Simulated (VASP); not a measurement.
Energy against volume of MgS (rock salt). Computed with TPSS meta-GGA, VASP's PBE PAW potentials (set 64) (plane waves; VASP). Run with 520 eV cut-off, 9×9×9 Γ-centred mesh, Gaussian smearing of 0.050 eV, potentials Mg S.

```tsv
V (Å³/atom)	E (eV/atom)
17.211	-8.85476
17.743	-8.85886
18.275	-8.85522
18.808	-8.84494
```

### Question
Fit these four points and predict the energy of the run at 16.678 Å³/atom.

### Answer
A cubic in V^(−2/3), the third-order Birch-Murnaghan form, passes through the four points with V0 = 17.74 Å³/atom and B0 = 78 GPa, and gives -8.8416 eV/atom there. The run gave -8.8417 eV/atom, -0.1 meV/atom from the fit; all five points give B0 = 77 GPa.

The compound is MgS in the rock salt structure. It was relaxed first.
